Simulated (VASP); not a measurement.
ScCr: single point with PBE

ScCr:

```
Sc Cr
1.0
     3.78446    0.00000    0.00000
    -1.89223    3.27744    0.00000
     0.00000    0.00000    5.73209
Sc Cr
2 2
Direct
  0.66667 0.33333 0.88503
  0.33333 0.66667 0.38503
  0.66667 0.33333 0.48997
  0.33333 0.66667 0.98997
```

The cell was built by a generator and needn't be a form met in nature.

```json
{"Program": "VASP 6.6.1", "Task": "single point", "Functional": "PBE", "Potentials or basis": "VASP PAW PBE potentials, release 64 (Sc_sv, Cr_pv)", "Cutoff": "520 eV", "k mesh": "8 × 8 × 5", "Occupations": "fermi-dirac, width 0.05 eV", "Spin": "collinear spin, ferromagnetic start", "Starting moments": "[0.0, 0.0, 3.0, 3.0] μB"}
```

| Property | Result |
| --- | --- |
| Pressure | 22.5 GPa |
| Largest force | 0.863 eV/Å |
| Band gap on the k mesh | none (metal or under the smearing width) |
| Net moment | 6.14 μB per cell |
| Site moments | Sc +0.31; Cr +2.84 μB |
| Valence electrons inside the program's atomic spheres | Sc 10.07; Cr 11.11 |

Forces on the atoms (eV/Å):
```
Sc   0.000  0.000  0.863
Sc   0.000  0.000  0.863
Cr   0.000  0.000 -0.863
Cr   0.000  0.000 -0.863
```

Stress tensor (GPa, compression positive):
```
24.91  0.00  0.00
 0.00 24.91  0.00
 0.00  0.00 17.63
```

Levels at points of the mesh, in eV from the Fermi level:
Spin up:
| k point | band 22 | band 23 | band 24 | band 25 | band 26 | band 27 | band 28 | band 29 | band 30 | band 31 |
| --- | --- | --- | --- | --- | --- | --- | --- | --- | --- | --- |
| (0.00, 0.00, 0.00) | -1.74 | -1.21 | -1.21 | -1.12 | -1.12 | 0.08 | 1.21 | 1.21 | 2.13 | 2.13 |
| (0.50, 0.00, 0.00) | -1.47 | -1.21 | -0.99 | -0.76 | -0.65 | 0.52 | 0.59 | 2.11 | 2.77 | 3.12 |
Spin down:
```csv
k point,band 17,band 18,band 19,band 20,band 21,band 22,band 23,band 24
"(0.00, 0.00, 0.00)",-1.36,-1.36,-1.12,-0.13,0.17,0.17,0.47,0.47
"(0.50, 0.00, 0.00)",-1.82,-1.64,-1.21,-0.59,0.06,0.49,0.65,0.93
```

Wall time 2.9 min on 1 thread of Intel(R) Xeon(R) Platinum 8488C (Sapphire Rapids), with other jobs on the host, peak memory 0.28 GiB.

Caveat: so large a pressure means that the cell lies far from this level's equilibrium, or that cutoff or potentials fall short.
